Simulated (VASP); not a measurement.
Output of a VASP run:

File OSZICAR:
```
       N       E                     dE             d eps       ncg     rms          rms(c)
DAV:   1     0.956794564240E+02    0.95679E+02   -0.52862E+03  2166   0.144E+03
DAV:   2     0.520627499654E+01   -0.90473E+02   -0.88185E+02  2182   0.362E+02
DAV:   3    -0.405760637019E+01   -0.92639E+01   -0.92210E+01  2390   0.114E+02
DAV:   4    -0.429176950181E+01   -0.23416E+00   -0.23409E+00  2332   0.198E+01
DAV:   5    -0.430034338726E+01   -0.85739E-02   -0.85737E-02  2896   0.336E+00    0.144E+00
DAV:   6    -0.428551172535E+01    0.14832E-01   -0.17629E-02  2700   0.250E+00    0.784E-01
DAV:   7    -0.428086764639E+01    0.46441E-02   -0.66137E-03  2748   0.143E+00    0.490E-01
DAV:   8    -0.428053024058E+01    0.33741E-03   -0.29864E-04  2840   0.195E-01    0.702E-02
DAV:   9    -0.428040577755E+01    0.12446E-03   -0.14958E-04  2350   0.260E-01    0.117E-02
DAV:  10    -0.428040617876E+01   -0.40122E-06   -0.14416E-06  2076   0.160E-02
   1 F= -.42804062E+01 E0= -.42669971E+01  d E =-.268181E-01  mag=    -0.0000     0.0000     0.0000
```

OUTCAR:
```
------------------------ aborting loop because EDIFF is reached ----------------------------------------
  FORCE on cell =-STRESS in cart. coord.  units (eV):
  Direction    XX          YY          ZZ          XY          YZ          ZX
  --------------------------------------------------------------------------------------
  Total       -0.3569789     -0.3569789     -0.3569789     -0.0000000      0.0000000     -0.0000000
  in kB      -21.1830795    -21.1830795    -21.1830795     -0.0000000      0.0000000     -0.0000000
  external PRESSURE =     -21.1830795 kB  Pullay stress =       0.0000000 kB
  volume of cell :       27.00
      direct lattice vectors                 reciprocal lattice vectors
    -1.889882000  1.889882000  1.889882000     0.000000000  0.264566782  0.264566782
     1.889882000 -1.889882000  1.889882000     0.264566782  0.000000000  0.264566782
     1.889882000  1.889882000 -1.889882000     0.264566782  0.264566782  0.000000000
 POSITION                                       TOTAL-FORCE (eV/Angst)
 -----------------------------------------------------------------------------------
      0.00000      0.00000      0.00000        -0.000000      0.000000     -0.000000
 -----------------------------------------------------------------------------------
    total drift:                                0.000000     -0.000000      0.000000
  FREE ENERGIE OF THE ION-ELECTRON SYSTEM (eV)
  ---------------------------------------------------
  free  energy   TOTEN  =        -4.2804061788 eV

  energy  without entropy=       -4.2535881147  energy(sigma->0) =       -4.26699715

 total charge

# of ion       s       p       d       tot
------------------------------------------
    1        1.284   0.895   9.969  12.147

 magnetization (x)

# of ion       s       p       d       tot
------------------------------------------
    1       -0.000  -0.000  -0.000  -0.000

 magnetization (y)

# of ion       s       p       d       tot
------------------------------------------
    1       -0.000   0.000   0.000  -0.000

 magnetization (z)

# of ion       s       p       d       tot
------------------------------------------
    1        0.000   0.000  -0.000   0.000

 Ion:    1  E_soc:     -0.1110008
```
(Selected blocks of OUTCAR.)

**POSCAR**
```
Sn
1
   -1.8898820000     1.8898820000     1.8898820000
    1.8898820000    -1.8898820000     1.8898820000
    1.8898820000     1.8898820000    -1.8898820000
Sn
1
Direct
  0.0000000000   0.0000000000   0.0000000000
```

Question: Write an INCAR and KPOINTS that could have produced this output.

Answer: Several could match; the one computed here: the input of the run itself, PBEsol GGA with spin-orbit coupling, plane waves, VASP's PBE PAW potentials (set 64).

KPOINTS:
```
Automatic mesh
0
Gamma
10 10 10
0 0 0
```

INCAR:
```
SYSTEM = Sn
PREC = Accurate; ENCUT = 300; LREAL = .False.
LASPH = .True.
EDIFF = 1E-6; NELM = 100; ALGO = Normal
LMAXMIX = 4
ISMEAR = 0; SIGMA = 0.272
GGA = PS; GGA_COMPAT = .False.
MAGMOM = 3*0.0; LSORBIT = .True.; LNONCOLLINEAR = .True.
ISIF = 2
LWAVE = .False.; LCHARG = .False.; LORBIT = 11
```

POTCAR, in this order: Sn_d (PBE.64 set). Program: vasp_ncl.

At this cut-off the stress carries a Pulay error, which pulls relaxed volumes low.

The structure was generated: Sn was put into an ordered model structure, which need not be its known phase. The cell was not relaxed at this level. The run is one of a series of settings (GGA_COMPAT = .FALSE., LNONCOLLINEAR = .TRUE., LSORBIT = .TRUE., MAGMOM = 0.0 0.0 0.0, program vasp_ncl against the base run), some of them coarse on purpose.
